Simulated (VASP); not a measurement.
```xyz
4
Lattice="3.4919 0.0000 0.0000 -1.7459 3.0241 0.0000 0.0000 0.0000 4.1888" Properties=species:S:1:pos:R:3 pbc="T T T"
Mg     1.7459     1.0080     3.1416
Mg     0.0000     2.0160     1.0472
O      1.7459     1.0080     1.0472
O      0.0000     2.0160     3.1416
```

These are PBEsol GGA, VASP's PBE PAW potentials (set 64) (plane waves; VASP 6.6.1) values and carry that method's errors. Run with 520 eV cut-off, 8×8×6 Γ-centred mesh, tetrahedra with Blöchl corrections, potentials Mg O.

Question: Estimate the energy per atom (σ→0).

Answer: 
```yaml
energy per atom (σ→0): -597.2 kJ/mol-atom
```

The absolute energy has meaning only against runs of the same code, potentials and settings.

The structure comes from a computed database's MgO entry (P6_3/mmc); how it stands against other phases isn't given here. It was relaxed first.
